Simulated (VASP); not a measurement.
Ga2SnO:

```
Ga Sn O
1.0
    -2.97826    2.97826    2.02454
     2.97826   -2.97826    2.02454
     2.97826    2.97826   -2.02454
Ga Sn O
2 1 1
Direct
  0.50000 0.00000 0.50000
  0.00000 0.50000 0.50000
  0.50000 0.50000 0.00000
  0.00000 0.00000 0.00000
```

The cell was built by a generator and needn't be a form met in nature.

| Property | Result |
| --- | --- |
| Program | VASP 6.6.1 |
| Task | relaxation of cell and atoms |
| Functional | PBE |
| Potentials or basis | VASP PAW PBE potentials, release 64 (Ga_d, Sn_d, O) |
| Cutoff | 520 eV |
| k mesh | 5 × 5 × 5 |
| Occupations | gaussian, width 0.15 eV |
| Spin | no spin polarisation |

At the start: pressure 20.9 GPa; volume 17.96 Å³/atom.

Q: How do energy, volume and symmetry change on relaxing?

A: Over 6 steps the energy falls by 612.7 meV/atom and the volume is 17.71 Å³/atom (-1.4 %); space group I4/mmm (No. 139, to 0.05 Å).

Step by step:
```
step  energy change (eV)  largest force (eV/Å)  pressure (GPa)  volume (Å³)
   1              0.0000                0.0000           20.88        71.83
   2             -1.2034                0.0000          -12.05        95.59
   3             -2.0516                0.0000           -5.28        83.94
   4             -2.3359                0.0000           -3.59        77.50
   5             -2.4466                0.0000           -1.17        72.63
   6             -2.4510                0.0000            0.38        70.86
```

Final structure:
```xyz
4
Lattice="-2.6969 2.6969 2.4356 2.6969 -2.6969 2.4356 2.6969 2.6969 -2.4356" Properties=species:S:1:pos:R:3 pbc="T T T"
Ga    0.0000    2.6969    0.0000
Ga    0.0000    2.6969    2.4356
Sn    0.0000    0.0000    2.4356
O     0.0000    5.3938    0.0000
```

Caveat: the k mesh is coarse (spacing up to 0.38 Å⁻¹), so the values aren't converged.
